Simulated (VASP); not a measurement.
Given:

```
CELL_PARAMETERS angstrom
      3.52582     0.00000     0.00000
     -1.76291     3.05345     0.00000
      0.00000     0.00000     8.92476
ATOMIC_POSITIONS crystal
  Ti 0.33333 0.66667 0.03644
  Ti 0.66667 0.33333 0.53644
  Te 0.33333 0.66667 0.33856
  Te 0.66667 0.33333 0.83856
```

All values below come from PBEsol GGA, VASP's PBE PAW potentials (set 64) (plane waves; VASP). Numerical set-up: 400 eV cut-off, 9×9×3 Γ-centred mesh, first-order Methfessel-Paxton smearing of 0.10 eV, potentials Ti_sv Te.

Unless said otherwise, spin-orbit coupling is left out, though it shifts the bands of the heavy elements here.

Q: Predict the energy per atom (σ→0), band gap (on the k-mesh) with the smallest direct gap where there is one.

A: 
The band gap (on the k-mesh) is none (metal, semimetal or under 0.01 eV) and the energy per atom (σ→0) is -6.097 eV/atom.

Only differences to runs with the same potentials and settings are physical.

The structure was generated: TiTe was put into the wurtzite type (P6_3mc), which need not be its known phase. It was relaxed first, which changed the volume by -41 %. The start is the result of an earlier pass.
